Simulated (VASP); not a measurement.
Level of theory: LDA (Ceperley-Alder, Perdew-Zunger), VASP's LDA PAW potentials (set 64) (plane waves; VASP).

VASP ran on this input.

**INCAR**
```
! general
SYSTEM =SnPbSe2
PREC   =Accurate
ENCUT  =400
LREAL  =.FALSE.   ! projection in real space or not
LASPH  =.TRUE.

! electronic loop
EDIFF  =1E-6   ! SCF stop (eV)
NELM   =100   ! most electronic steps
ALGO   =Normal   ! blocked Davidson
LMAXMIX=4   ! l cut-off of mixed one-centre charges

! smearing
ISMEAR =0   ! Gaussian
SIGMA  =0.05

! ions
IBRION =2   ! conjugate gradients
NSW    =60
ISIF   =3
EDIFFG =-0.02   ! ionic stop

! output
LWAVE  =.FALSE.
LCHARG =.FALSE.
```

KPOINTS:
```
kpoints
0
G
 6 6 6
```

File POSCAR:
```
SnPbSe2
1
    2.1097187903     1.2180471772     6.8912661733
   -2.1097187903     1.2180471772     6.8912661733
    0.0000000000    -2.4360933983     6.8912661772
Sn Pb Se
1 1 2
Direct
  0.5000000000   0.5000000000   0.5000000000
  0.0000000000   0.0000000000   0.0000000000
  0.7525473594   0.7525473594   0.7525473594
  0.2474526406   0.2474526406   0.2474526406
```

POTCAR, in this order: Sn_d Pb_d Se (LDA.64 set). Program: vasp_std.

The run wrote:

OSZICAR:
```
       N       E                     dE             d eps       ncg     rms          rms(c)
DAV:   1     0.352777074934E+03    0.35278E+03   -0.16590E+04  1536   0.164E+03
DAV:   2     0.211803396779E+02   -0.33160E+03   -0.32811E+03  1600   0.447E+02
DAV:   3    -0.179134618270E+02   -0.39094E+02   -0.38825E+02  1976   0.159E+02
DAV:   4    -0.193240057968E+02   -0.14105E+01   -0.14095E+01  1680   0.349E+01
DAV:   5    -0.193772637885E+02   -0.53258E-01   -0.53251E-01  2384   0.649E+00    0.453E+00
DAV:   6    -0.189778202339E+02    0.39944E+00   -0.12690E+00  1880   0.683E+00    0.274E+00
DAV:   7    -0.189647203360E+02    0.13100E-01   -0.25961E-01  2192   0.222E+00    0.120E+00
DAV:   8    -0.189616732181E+02    0.30471E-02   -0.35412E-02  1896   0.147E+00    0.130E-01
DAV:   9    -0.189608551835E+02    0.81803E-03   -0.61513E-03  2032   0.557E-01    0.441E-02
DAV:  10    -0.189608872399E+02   -0.32056E-04   -0.33325E-04  1888   0.113E-01    0.175E-02
DAV:  11    -0.189608894005E+02   -0.21606E-05   -0.18160E-05  2168   0.291E-02    0.790E-03
DAV:  12    -0.189608892094E+02    0.19112E-06   -0.17533E-06  1416   0.174E-02
   1 F= -.18960889E+02 E0= -.18960889E+02  d E =-.189609E+02
       N       E                     dE             d eps       ncg     rms          rms(c)
DAV:   1    -0.189614917810E+02   -0.60238E-03   -0.18197E-02  1848   0.185E+00    0.129E-01
DAV:   2    -0.189610420992E+02    0.44968E-03   -0.11361E-03  2000   0.482E-01    0.535E-02
DAV:   3    -0.189609471721E+02    0.94927E-04   -0.38053E-04  1928   0.262E-01    0.108E-02
DAV:   4    -0.189609453598E+02    0.18123E-05   -0.17889E-05  1960   0.381E-02    0.455E-03
DAV:   5    -0.189609446165E+02    0.74333E-06   -0.12383E-06  1400   0.117E-02
   2 F= -.18960945E+02 E0= -.18960945E+02  d E =-.554071E-04
```

OUTCAR:
```
------------------------ aborting loop because EDIFF is reached ----------------------------------------
  FORCE on cell =-STRESS in cart. coord.  units (eV):
  Direction    XX          YY          ZZ          XY          YZ          ZX
  --------------------------------------------------------------------------------------
  Total        0.0027239      0.0027239      0.0311223      0.0000000      0.0000000      0.0000000
  in kB        0.0411252      0.0411252      0.4698746      0.0000000      0.0000000      0.0000000
  external PRESSURE =       0.1840417 kB  Pullay stress =       0.0000000 kB
  volume of cell :      106.12
      direct lattice vectors                 reciprocal lattice vectors
     2.108579457  1.217389382  6.890170617     0.237126468  0.136905014  0.048378089
    -2.108579457  1.217389382  6.890170617    -0.237126468  0.136905014  0.048378089
     0.000000000 -2.434777809  6.890170620     0.000000000 -0.273810028  0.048378108
 POSITION                                       TOTAL-FORCE (eV/Angst)
 -----------------------------------------------------------------------------------
      0.00000      0.00000     10.33526         0.000000     -0.000000     -0.000000
      0.00000      0.00000     20.67051         0.000000      0.000000      0.000000
      0.00000      0.00000     15.55656         0.000000      0.000000      0.015314
      0.00000      0.00000      5.11396         0.000000     -0.000000     -0.015314
 -----------------------------------------------------------------------------------
    total drift:                                0.000000      0.000000     -0.000000
  FREE ENERGIE OF THE ION-ELECTRON SYSTEM (eV)
  ---------------------------------------------------
  free  energy   TOTEN  =       -18.9609446165 eV

  energy  without entropy=      -18.9609446165  energy(sigma->0) =      -18.96094462

 reached required accuracy - stopping structural energy minimisation
```
(Selected blocks of OUTCAR.)

File CONTCAR:
```
SnPbSe2
   1.00000000000000
     2.1085794566457920    1.2173893821510737    6.8901706165185015
    -2.1085794566457920    1.2173893821510737    6.8901706165185015
     0.0000000000000000   -2.4347778088585628    6.8901706204426416
  Sn              Pb              Se
     1     1     2
Direct
     0.5000000000000000    0.5000000000000000    0.5000000000000000
     1.0000000000000000    1.0000000000000000    1.0000000000000000
     0.7525965866729766    0.7525965866729766    0.7525965866729766
     0.2474034133270235    0.2474034133270235    0.2474034133270235
```

The structure comes from a computed database's SnPbSe2 entry (R-3m); how it stands against other phases isn't given here. This run relaxes it. Symmetry was kept, so distortions that lower it aren't found. The start is the result of an earlier pass.
